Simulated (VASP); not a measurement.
Consider the following.

```xyz
2
Lattice="0.0000 3.3269 3.3269 3.3269 0.0000 3.3269 3.3269 3.3269 0.0000" Properties=species:S:1:pos:R:3 pbc="T T T"
Hg     0.0000     0.0000     0.0000
Te     1.6635     1.6635     1.6635
```

These are PBE GGA, VASP's PBE PAW potentials (set 64) (plane waves; VASP) values and carry that method's errors. Settings: 480 eV cut-off, 10×10×10 Γ-centred mesh, first-order Methfessel-Paxton smearing of 0.10 eV, potentials Hg Te.

Each relaxation starts from this cell; other phases were not tried.

The cell is relaxed at 5 GPa. What happens?

The volume per atom goes from 36.82 to 33.01 Å³ (-10.4 %), and the cell becomes a = b = c = 6.415 Å, α = β = γ = 90.00°, space group F-43m.

The cell is relaxed at 20 GPa. What happens?

The volume per atom goes from 36.82 to 27.77 Å³ (-24.6 %), and the cell becomes a = 6.0568 Å, b = 6.0568 Å, c = 6.0568 Å, α = 90.00°, β = 90.00°, γ = 90.00°, space group F-43m.

Failed runs are left out, and for metals the shear rows, which the mesh's noise covers.

The compound is HgTe in the zinc blende structure.
